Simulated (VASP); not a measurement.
Input:

```yaml
crystal:
  lattice:
    - [2.88879, 0.00000, 0.00000]
    - [-1.44439, 2.50176, 0.00000]
    - [0.00000, 0.00000, 4.78012]
  atoms:
    - { symbol: Ag, position: [0.33333, 0.66667, 0.25000] }
    - { symbol: Ag, position: [0.66667, 0.33333, 0.75000] }
```

The numbers are results of r2SCAN meta-GGA, VASP's PBE PAW potentials (set 64) (plane waves; VASP), not measurements. Numerical set-up: 400 eV cut-off, 16×16×9 Γ-centred mesh, tetrahedra with Blöchl corrections, potentials Ag.

Question: Tabulate the total density of states (states/eV per cell) against energy (eV; zero at the valence-band maximum or, without a gap, the Fermi level).

Answer: 
```
E (eV) | DOS (states/eV)
    -9.86 |  0.00
    -9.66 |  0.00
    -9.36 |  0.00
    -9.16 |  0.00
    -8.96 |  0.00
    -8.76 |  0.00
    -8.46 |  0.00
    -8.26 |  0.00
    -8.06 |  0.00
    -7.87 |  0.01
    -7.57 |  0.11
    -7.37 | # 0.14
    -7.17 | # 0.19
    -6.87 | # 0.27
    -6.67 | #### 1.12
    -6.47 | ################ 4.41
    -6.27 | ###################### 6.06
    -5.97 | #################### 5.52
    -5.78 | ##################### 5.62
    -5.58 | ################# 4.57
    -5.38 | #################### 5.38
    -5.08 | ############################# 7.71
    -4.88 | ####################### 6.13
    -4.68 | ######################### 6.68
    -4.38 | ##################### 5.61
    -4.18 | ################### 5.13
    -3.98 | ################## 4.81
    -3.79 | ################## 4.80
    -3.49 | ############################# 7.88
    -3.29 | ############################## 8.11
    -3.09 | ## 0.47
    -2.89 | ## 0.46
    -2.59 | ## 0.41
    -2.39 | # 0.40
    -2.19 | ## 0.41
    -1.99 | ## 0.42
    -1.70 | ## 0.42
    -1.50 | ## 0.42
    -1.30 | ## 0.43
    -1.00 | ## 0.45
    -0.80 | ## 0.47
    -0.60 | ## 0.48
    -0.40 | ## 0.50
    -0.10 | ## 0.57
     0.10 | ## 0.57
     0.30 | ## 0.53
     0.49 | ## 0.52
     0.79 | ## 0.52
     0.99 | ## 0.50
     1.19 | ## 0.48
     1.49 | ## 0.49
     1.69 | ## 0.51
     1.89 | ## 0.56
     2.09 | ## 0.53
     2.39 | ## 0.49
     2.58 | ## 0.47
     2.78 | ## 0.51
     2.98 | ## 0.42
     3.28 | # 0.37
     3.48 | # 0.37
```
Within 2 eV below the Fermi level the largest weight inside VASP's projection spheres is Ag d, then Ag p.

The structure comes from a computed database's Ag entry (P6_3/mmc); how it stands against other phases isn't given here. It was relaxed first.
